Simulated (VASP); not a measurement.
Given:

```yaml
crystal:
  lattice:
    - [6.01513, 0.00000, 0.00000]
    - [0.00000, 7.85617, 0.00000]
    - [0.00000, 0.00000, 8.07203]
  atoms:
    - { symbol: Cd, position: [0.04668, 0.62988, 0.86177] }
    - { symbol: Cd, position: [0.95332, 0.37012, 0.13823] }
    - { symbol: Cd, position: [0.45332, 0.37012, 0.36177] }
    - { symbol: Cd, position: [0.54668, 0.62988, 0.63823] }
    - { symbol: Cd, position: [0.54668, 0.87012, 0.13823] }
    - { symbol: Cd, position: [0.45332, 0.12988, 0.86177] }
    - { symbol: Cd, position: [0.95332, 0.12988, 0.63823] }
    - { symbol: Cd, position: [0.04668, 0.87012, 0.36177] }
    - { symbol: As, position: [0.63283, 0.06538, 0.40457] }
    - { symbol: As, position: [0.36717, 0.93462, 0.59543] }
    - { symbol: As, position: [0.86717, 0.93462, 0.90457] }
    - { symbol: As, position: [0.13283, 0.06538, 0.09543] }
    - { symbol: As, position: [0.13283, 0.43462, 0.59543] }
    - { symbol: As, position: [0.86717, 0.56538, 0.40457] }
    - { symbol: As, position: [0.36717, 0.56538, 0.09543] }
    - { symbol: As, position: [0.63283, 0.43462, 0.90457] }
```

Method: r2SCAN meta-GGA, VASP's PBE PAW potentials (set 64) (plane waves; VASP). Settings: LREAL = Auto, 400 eV cut-off, 4×3×3 Γ-centred mesh, tetrahedra with Blöchl corrections, potentials Cd As.

The cores are frozen, which limits the accuracy of field gradients.

**Question.** Give the principal components of the electric field gradient (V/Å²) and the asymmetry η at each nucleus.

**Answer.** 
```
atom    Vxx    Vyy    Vzz     η
----  -----  -----  -----  ----
Cd1   -98.8   -9.2  108.0  0.83
Cd2   -98.8   -9.2  108.0  0.83
Cd3   -98.8   -9.2  108.0  0.83
Cd4   -98.8   -9.2  108.0  0.83
Cd5   -98.8   -9.2  108.0  0.83
Cd6   -98.8   -9.2  108.0  0.83
Cd7   -98.8   -9.2  108.0  0.83
Cd8   -98.8   -9.2  108.0  0.83
As9   -86.1  -62.1  148.2  0.16
As10  -86.1  -62.1  148.2  0.16
As11  -86.1  -62.1  148.2  0.16
As12  -86.1  -62.1  148.2  0.16
As13  -86.1  -62.1  148.2  0.16
As14  -86.1  -62.1  148.2  0.16
As15  -86.1  -62.1  148.2  0.16
As16  -86.1  -62.1  148.2  0.16
```

The structure comes from a computed database's CdAs entry (Pbca); how it stands against other phases isn't given here. It was relaxed first.
